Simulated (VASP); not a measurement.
An input for Ansatz (written as the equivalent of a VASP run, and not itself run):

Ansatz 0.2 input:
```yaml
crystal:
  lattice:
    - [3.6660000, 0.0000000, 0.0000000]
    - [0.0000000, 3.6660000, 0.0000000]
    - [0.0000000, 0.0000000, 3.6660000]
  atoms:
    - { symbol: Cd, position: [0.0000000, 0.0000000, 0.0000000] }
    - { symbol: Te, position: [0.5000000, 0.5000000, 0.5000000] }
kpoints:
  mp_grid: { grid: [7, 7, 7] }
hamiltonian:
  xc: pbe
  pseudopotentials: { kind: paw }
scf:
  occupations: { method: gaussian, width: 0.05 }
  max_iter: 100
relax:
  max_steps: 60
  f_tol: 0.01
  cell: {}
output: { forces: true, stress: true, eigenvalues: true }
```

Write the VASP files for the same calculation (PBE).

One answer among several that fit: 
KPOINTS:
```
Automatic mesh
0
G
 7 7 7
0 0 0
```

File POSCAR:
```
CdTe
1
    3.6660000000     0.0000000000     0.0000000000
    0.0000000000     3.6660000000     0.0000000000
    0.0000000000     0.0000000000     3.6660000000
Cd Te
1 1
Direct
  0.0000000000   0.0000000000   0.0000000000
  0.5000000000   0.5000000000   0.5000000000
```

### INCAR
```
SYSTEM = CdTe
PREC = Accurate
ENCUT = 400
EDIFF = 1E-6
NELM = 100
ALGO = Normal
LREAL = .FALSE.
LASPH = .TRUE.
ISMEAR = 0
SIGMA = 0.05
GGA = PE
LMAXMIX = 4
LWAVE = .FALSE.
LCHARG = .FALSE.
IBRION = 2
ISIF = 3
NSW = 60
EDIFFG = -0.01
```

POTCAR, in this order: Cd Te (PBE.64 set). Program: vasp_std.

Limits of the translation: each code has its own PAW files, so the cut-off isn't converted (ENCUT is set for VASP's; basis.ecutwfc is left out, and Ansatz then takes the one that its files recommend); Ansatz stops its SCF on the density residual and VASP on the energy change (EDIFF).

The structure was generated: CdTe was put into the CsCl type type (Pm-3m), which need not be its known phase. This run relaxes it. Symmetry was kept, so distortions that lower it aren't found.
